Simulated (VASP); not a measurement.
# BiP (P4/nmm) in VASP: single point with PBE+D3(BJ)

Aim: the single point of BiP with PBE+D3(BJ).

All numbers are computed with VASP 6.6.1; they aren't measurements. Logs are shortened: lines on timing, memory, paths and dates and some standing lists are left out, and cuts for length are marked.

## Step 1: The cell of the first run

Symmetry: P4/nmm, No. 129, tetragonal system. Conventional cell: a = 5.053 Å, b = 5.053 Å, c = 3.675 Å, α = 90.00°, β = 90.00°, γ = 90.00°. Bi (site symmetry -4m2) has 4 P at 2.86 Å as nearest neighbours. Around P (site symmetry 4mm) lie 4 Bi at 2.86 Å.

The cell was built by a generator and needn't be a form met in nature.

## Step 2: Single point, PBE+D3(BJ) (sheets of the MnSb type stacked, one a cell (P4/nmm, No. 129))

INCAR

```
SYSTEM = BiP
PREC = Accurate ; ENCUT = 520
EDIFF = 1E-6 ; ISMEAR = 0
SIGMA = 0.1 ; LREAL = .FALSE.
LASPH = .TRUE. ; NELM = 100
ALGO = Fast ; ISIF = 2
LWAVE = .FALSE. ; LCHARG = .FALSE.
GGA = PE ; IVDW = 12
NBANDS = 28
```

KPOINTS

```
Automatic mesh
0
G
  10 10 12
  0 0 0
```

POSCAR

```
BiP
1.0
    5.0532801147      0.0000000000      0.0000000000
    0.0000000000      5.0532801147      0.0000000000
    0.0000000000      0.0000000000      3.6747589358
Bi P
2 2
Direct
    0.0000000000      0.0000000000      0.0000000000
    0.5000000000      0.5000000000      0.0000000000
    0.0000000000      0.5000000000      0.3674289416
    0.5000000000      0.0000000000      0.6325710584
```

Potentials or basis: VASP PAW PBE potentials, release 64 (Bi_d, P).

Started as:

```console
$ cat potpaw_PBE.64/Bi_d/POTCAR potpaw_PBE.64/P/POTCAR > POTCAR
$ mpirun -np 1 vasp_std > vasp.out
```

OUTCAR:

```text
SYSTEM = BiP
   PREC = Accurate
   ENCUT = 520
   EDIFF = 1E-6
   ISMEAR = 0
   LREAL = .FALSE.
   LASPH = .TRUE.
   NELM = 100
   ISIF = 2
   GGA = PE
   IVDW = 12
 IVDW          = 12

 ion  position               nearest neighbor table
   1  0.000  0.000  0.000-   3 2.86   4 2.86   3 2.86   4 2.86   4 3.43   3 3.43   4 3.43   3 3.43
                             2 3.57   2 3.57   2 3.57   2 3.57
   2  0.500  0.500  0.000-   3 2.86   4 2.86   4 2.86   3 2.86   4 3.43   4 3.43   3 3.43   3 3.43
                             1 3.57   1 3.57   1 3.57   1 3.57
   3  0.000  0.500  0.367-   1 2.86   2 2.86   1 2.86   2 2.86   1 3.43   1 3.43   2 3.43   2 3.43

   4  0.500  0.000  0.633-   1 2.86   2 2.86   2 2.86   1 2.86   1 3.43   2 3.43   2 3.43   1 3.43

  LATTYP: Found a simple tetragonal cell.
 ALAT       =     5.0532801147
 C/A-ratio  =     0.7272026985

  Lattice vectors:

 A1 = (   5.0532801147,   0.0000000000,   0.0000000000)
 A2 = (   0.0000000000,   5.0532801147,   0.0000000000)
 A3 = (   0.0000000000,   0.0000000000,   3.6747589358)

Analysis of symmetry for initial positions (statically):
=====================================================================
 Subroutine PRICEL returns:
 Original cell was already a primitive cell.

 Routine SETGRP: Setting up the symmetry group for a
 simple tetragonal supercell.

 Subroutine GETGRP returns: Found 16 space group operations
 (whereof  8 operations were pure point group operations)
 out of a pool of 16 trial point group operations.

The static configuration has the point symmetry D_2d.
 The point group associated with its full space group is D_4h.

Analysis of symmetry for dynamics (positions and initial velocities):
=====================================================================
 Subroutine PRICEL returns:
 Original cell was already a primitive cell.

 Routine SETGRP: Setting up the symmetry group for a
 simple tetragonal supercell.

 Subroutine GETGRP returns: Found 16 space group operations
 (whereof  8 operations were pure point group operations)
 out of a pool of 16 trial point group operations.

The dynamic configuration has the point symmetry D_2d.
 The point group associated with its full space group is D_4h.

 Subroutine INISYM returns: Found 16 space group operations
 (whereof  8 operations are pure point group operations),
 and found     1 'primitive' translations

----------------------------------------------------------------------------------------

                                     Primitive cell

  volume of cell :      93.8373

  direct lattice vectors                    reciprocal lattice vectors
     5.053280115  0.000000000  0.000000000     0.197891266  0.000000000  0.000000000
     0.000000000  5.053280115  0.000000000     0.000000000  0.197891266  0.000000000
     0.000000000  0.000000000  3.674758936     0.000000000  0.000000000  0.272126694

  length of vectors
     5.053280115  5.053280115  3.674758936     0.197891266  0.197891266  0.272126694

  position of ions in fractional coordinates (direct lattice)
     0.000000000  0.000000000  0.000000000
     0.500000000  0.500000000  0.000000000
     0.000000000  0.500000000  0.367428942
     0.500000000  0.000000000  0.632571058

  ion indices of the primitive-cell ions
   primitive index   ion index
                 1           1
                 2           2
                 3           3
                 4           4

----------------------------------------------------------------------------------------

 KPOINTS: Automatic mesh

Automatic generation of k-mesh.
 Grid dimensions read from file:
 generate k-points for:   10   10   12

 Generating k-lattice:

  Cartesian coordinates                     Fractional coordinates (reciprocal lattice)
     0.019789127  0.000000000  0.000000000     0.100000000  0.000000000  0.000000000
     0.000000000  0.019789127  0.000000000     0.000000000  0.100000000  0.000000000
     0.000000000  0.000000000  0.022677224     0.000000000  0.000000000  0.083333333

  Length of vectors
     0.019789127  0.019789127  0.022677224

  Shift w.r.t. Gamma in fractional coordinates (k-lattice)
     0.000000000  0.000000000  0.000000000

 Subroutine IBZKPT returns following result:
 ===========================================

 Found    147 irreducible k-points:

 Following reciprocal coordinates:
            Coordinates               Weight
  0.000000  0.000000  0.000000      1.000000
  0.100000  0.000000  0.000000      4.000000
  0.200000  0.000000  0.000000      4.000000
  0.300000  0.000000  0.000000      4.000000
  0.400000  0.000000  0.000000      4.000000
  0.500000  0.000000  0.000000      2.000000
[... 16 lines left out ...]
  0.100000  0.000000  0.083333      8.000000
  0.200000  0.000000  0.083333      8.000000
 [... further k-points ...]
   k-points           NKPTS =    147   k-points in BZ     NKDIM =    147   number of bands    NBANDS=     28
   number of dos      NEDOS =    301   number of ions     NIONS =      4
   total plane-waves  NPLWV =  44800
   dimension x,y,z NGX =    40 NGY =   40 NGZ =   28
   dimension x,y,z NGXF=    80 NGYF=   80 NGZF=   56
   ions per type =               2   2
   NGX,Y,Z   is equivalent  to a cutoff of  13.16, 13.16, 12.67 a.u.
   NGXF,Y,Z  is equivalent  to a cutoff of  26.32, 26.32, 25.33 a.u.
 SYSTEM =  BiP
   PREC   = accura    normal or accurate (medium, high low for compatibility)
   ISTART =      0    job   : 0-new  1-cont  2-samecut
   ICHARG =      2    charge: 1-file 2-atom 10-const
   ISPIN  =      1    spin polarized calculation?
   LNONCOLLINEAR =      F non collinear calculations
   LSORBIT =      F    spin-orbit coupling
   LASPH  =      T    aspherical Exc in radial PAW
   ENCUT  =  520.0 eV  38.22 Ry    6.18 a.u.   9.40  9.40  6.83*2*pi/ulx,y,z
   NELM   =    100;   NELMIN=  2; NELMDL= -5     # of ELM steps
   EDIFF  = 0.1E-05   stopping-criterion for ELM
   LREAL  =      F    real-space projection
   EDIFFG = 0.1E-04   stopping-criterion for IOM
   NSW    =      0    number of steps for IOM
   IBRION =     -1    ionic relax: 0-MD 1-quasi-New 2-CG
   NFREE  =      0    steps in history (QN), initial steepest desc. (CG)
   ISIF   =      2    stress and relaxation
   ISYM   =      2    0-nonsym 1-usesym 2-fastsym
   POTIM  = 0.5000    time-step for ionic-motion
   TEBEG  =    0.0;   TEEND  =   0.0 temperature during run
   PSTRESS=    0.0 pullay stress
   NELECT =      40.0000    total number of electrons
   NUPDOWN=      -1.0000    fix difference up-down
   EMIN   =  10.00;   EMAX   =-10.00  energy-range for DOS
   EFERMI =   0.00;   METHOD = LEGACY
   ISMEAR =     0;   SIGMA  =   0.10  broadening in eV -4-tet -1-fermi 0-gaus
   EFERMI_NEDOS =   21; number of points for ismear=-14 and -15
   IALGO  =     68    algorithm
   IMIX   =      4    mixing-type and parameters
     AMIX     =   0.40;   BMIX     =  1.00
     AMIX_MAG =   1.60;   BMIX_MAG =  1.00
  volume/ion in A,a.u.               =      23.46       158.31
  Fermi-wavevector in a.u.,A,eV,Ry     =   1.232073  2.328280 20.653683  1.518003
  Thomas-Fermi vector in A             =   2.366857
   LORBIT       =      0    0 simple, 1 ext, 2 COOP (PROOUT), +10 PAW based schemes
   GGA     = PE    functional components
   LHFCALC =     F    Hartree Fock is set to
   AEXX    =    0.0000 exact exchange contribution
   IVDW    =    12    specifies the selected vdW correction
   LEPSILON=     F    determine dielectric tensor
   LRPA    =     F    only Hartree local field effects (RPA)
 non-spin polarized calculation
 RMM-DIIS sequential band-by-band and
 Gauss-broadening in eV      SIGMA  =   0.10
  energy-cutoff  :      520.00
  volume of cell :       93.84
 maximum number of plane-waves:      2553
 NGX is ok and might be reduce to    40
   NGX = 19   NGY = 19   NGZ = 13

 number of electron      40.0000007 magnetization

 Free energy of the ion-electron system (eV)
  ---------------------------------------------------
  ext. energy  EPLUGINS =         0.00000000
  ---------------------------------------------------
  free energy    TOTEN  =       -17.07123817 eV

  energy without entropy =      -17.06425461  energy(sigma->0) =      -17.06774639

 E-fermi :   8.0636     XC(G=0): -10.5266

 val. band max:        8.0478488427   @ k =   0.4000   0.4000   0.0833
 cond. band min:       8.0787472631   @ k =   0.3000   0.2000   0.4167
 fundamental gap:      0.0308984205
 Fermi energy:         8.0636385014

 k-point     1 :       0.0000    0.0000    0.0000
  band No.  band energies     occupation
      1     -15.2277      2.00000
      2     -15.2083      2.00000
      3     -15.1922      2.00000
      4     -15.1419      2.00000
      5     -15.1301      2.00000
      6     -15.1301      2.00000
[... 20 lines left out ...]
     27      13.5235      0.00000
     28      13.5235      0.00000

 k-point     2 :       0.1000    0.0000    0.0000
  band No.  band energies     occupation
      1     -15.2234      2.00000
      2     -15.2065      2.00000
      3     -15.1894      2.00000
      4     -15.1434      2.00000
      5     -15.1294      2.00000
      6     -15.1293      2.00000
[... 20 lines left out ...]
     27      13.4980      0.00000
     28      13.6323      0.00000

 k-point     3 :       0.2000    0.0000    0.0000
  band No.  band energies     occupation
      1     -15.2109      2.00000
      2     -15.2015      2.00000
      3     -15.1815      2.00000
      4     -15.1478      2.00000
      5     -15.1276      2.00000
      6     -15.1269      2.00000
[... 20 lines left out ...]
     27      13.3204      0.00000
     28      13.9837      0.00000

 k-point     4 :       0.3000    0.0000    0.0000
  band No.  band energies     occupation
      1     -15.1938      2.00000
      2     -15.1913      2.00000
      3     -15.1695      2.00000
      4     -15.1546      2.00000
      5     -15.1251      2.00000
      6     -15.1232      2.00000
[... 20 lines left out ...]
     27      13.5898      0.00000
     28      14.5580      0.00000

 k-point     5 :       0.4000    0.0000    0.0000
  band No.  band energies     occupation
      1     -15.1842      2.00000
      2     -15.1664      2.00000
      3     -15.1641      2.00000
      4     -15.1543      2.00000
      5     -15.1266      2.00000
      6     -15.1186      2.00000
[... 20 lines left out ...]
     27      14.2310      0.00000
     28      15.3539      0.00000

 k-point     6 :       0.5000    0.0000    0.0000
  band No.  band energies     occupation
      1     -15.1739      2.00000
      2     -15.1739      2.00000
      3     -15.1393      2.00000
      4     -15.1393      2.00000
      5     -15.1383      2.00000
      6     -15.1383      2.00000
[... 463 lines left out ...]
      5     -15.1333      2.00000
      6     -15.1333      2.00000
[... 20 lines left out ...]
     27      13.6045      0.00000
     28      13.6047      0.00000

 k-point    22 :       0.0000    0.0000    0.0833
  band No.  band energies     occupation
      1     -15.2274      2.00000
      2     -15.2027      2.00000
      3     -15.1917      2.00000
      4     -15.1359      2.00000
      5     -15.1323      2.00000
      6     -15.1323      2.00000
[... 20 lines left out ...]
     27      13.4895      0.00000
     28      13.4895      0.00000

 k-point    23 :       0.1000    0.0000    0.0833
  band No.  band energies     occupation
      1     -15.2232      2.00000
      2     -15.2009      2.00000
      3     -15.1889      2.00000
      4     -15.1374      2.00000
      5     -15.1317      2.00000
      6     -15.1315      2.00000
[... 20 lines left out ...]
     27      13.4230      0.00000
     28      13.5201      0.00000

 k-point    24 :       0.2000    0.0000    0.0833
  band No.  band energies     occupation
      1     -15.2107      2.00000
      2     -15.1959      2.00000
      3     -15.1810      2.00000
      4     -15.1418      2.00000
      5     -15.1299      2.00000
      6     -15.1291      2.00000
[... 20 lines left out ...]
     27      13.4902      0.00000
     28      13.7259      0.00000

 [... further k-points ...]

------------------------ aborting loop because EDIFF is reached ----------------------------------------

 Edisp (eV)   -1.89029

 E8    (eV) :    -0.8481

  FORCE on cell =-STRESS in cart. coord.  units (eV):
  Direction    XX          YY          ZZ          XY          YZ          ZX
  --------------------------------------------------------------------------------------
  -------------------------------------------------------------------------------------
  Total      -0.01629    -0.01629    -0.02082     0.00000     0.00000     0.00000
  in kB      -0.27821    -0.27821    -0.35556     0.00000     0.00000     0.00000
  external pressure =       -0.30 kB  Pullay stress =        0.00 kB

 VOLUME and BASIS-vectors are now :
 -----------------------------------------------------------------------------
  energy-cutoff  :      520.00
  volume of cell :       93.84
      direct lattice vectors                 reciprocal lattice vectors
     5.053280115  0.000000000  0.000000000     0.197891266  0.000000000  0.000000000
     0.000000000  5.053280115  0.000000000     0.000000000  0.197891266  0.000000000
     0.000000000  0.000000000  3.674758936     0.000000000  0.000000000  0.272126694

 POSITION                                       TOTAL-FORCE (eV/Angst)
 -----------------------------------------------------------------------------------
      0.00000      0.00000      0.00000        -0.000000     -0.000000      0.000000
      2.52664      2.52664      0.00000         0.000000      0.000000      0.000000
      0.00000      2.52664      1.35021         0.000000      0.000000     -0.001469
      2.52664      0.00000      2.32455        -0.000000      0.000000      0.001469
 -----------------------------------------------------------------------------------
    total drift:                               -0.000000     -0.000000     -0.000000

  FREE ENERGIE OF THE ION-ELECTRON SYSTEM (eV)
  ---------------------------------------------------
  free  energy   TOTEN  =       -18.9615312544 eV

  energy  without entropy=      -18.9545476971  energy(sigma->0) =      -18.95803948
```

Run time: 3.4 min. Hardware: 1 thread of Intel Xeon Platinum 8488C (Sapphire Rapids), shared host; peak memory 0.43 GiB.

Results:

```yaml
Free_energy: -18.9615 eV
Pressure: 0.0 GPa
Band_gap_on_the_k_mesh: none (metal or under the smearing width)
Dispersion_energy_per_atom: -0.473 eV
```

Levels at points of the mesh, in eV from the Fermi level:
| k point | band 18 | band 19 | band 20 | band 21 | band 22 | band 23 |
| --- | --- | --- | --- | --- | --- | --- |
| (0.00, 0.00, 0.00) | -2.27 | -1.43 | -0.27 | 2.61 | 2.92 | 3.79 |
| (0.50, 0.00, 0.00) | -1.38 | -0.46 | -0.46 | 1.41 | 1.41 | 2.93 |
| (0.50, 0.50, 0.00) | -0.98 | -0.07 | -0.07 | 0.60 | 0.60 | 1.70 |
| (0.00, 0.00, 0.50) | -2.74 | -2.74 | -2.42 | -0.40 | 0.24 | 1.47 |
| (0.50, 0.00, 0.50) | -2.88 | -2.87 | -2.87 | 0.09 | 0.09 | 2.19 |
| (0.50, 0.50, 0.50) | -5.27 | 0.77 | 0.77 | 3.07 | 3.07 | 3.46 |

Caveat: spin-orbit coupling is left out, which moves the levels of the heavy elements; pairwise dispersion overbinds metals, which lowers pressure and volume.
